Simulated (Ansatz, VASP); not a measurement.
# Fitting the PBE energy curve of CsBa3

Symmetry: Fm-3m, No. 225, cubic system. Conventional cell: a = 10.443 Å, b = 10.443 Å, c = 10.443 Å, α = 90.00°, β = 90.00°, γ = 90.00°.

The cell comes from a database or a generator and needn't be the stable form of this composition.

The cell was scaled at fixed shape and fractions and run with Ansatz, Ansatz PAW, cutoff 420 eV; PBE, k mesh 5 × 5 × 5 on the cell of 4 atoms, fermi-dirac occupations of 0.05 eV, no spin polarisation, no spin-orbit coupling. Energies are those that the program minimises, any entropy of the smearing included. For a metal such a mesh isn't converged to the digits shown.

| V (Å³/atom) | energy over the lowest row (meV/atom) |
| --- | --- |
| 66.9006 | 6.282 |
| 68.3240 | 2.949 |
| 69.7474 | 0.888 |
| 71.1708 | 0.000 |
| 72.5942 | ? |
| 74.0177 | 1.383 |
| 75.4411 | 3.493 |

Problem. Fit the third-order Birch-Murnaghan form, give V0, B0 and B′, and predict the energy left open.

Solution. With y = (V0/V)^(2/3), E = E0 + (9 V0 B0/16) [(y - 1)³ B′ + (y - 1)² (6 - 4y)]. Least squares through the rows shown give V0 = 71.6150 Å³/atom, E0 = -0.052 meV, B0 = 5.967 GPa (1 eV/Å³ = 160.218 GPa) and B′ = 3.08, with a largest miss of 0.000 meV. At V = 72.5942 the form with these constants gives 0.193 meV; the run gave 0.194 meV an atom. Other set-ups at this level, from all their volumes (Å³/atom, GPa): VASP, PBE PAW files Ba_sv, Cs_sv, 520 eV: V0 71.851, B0 6.019.
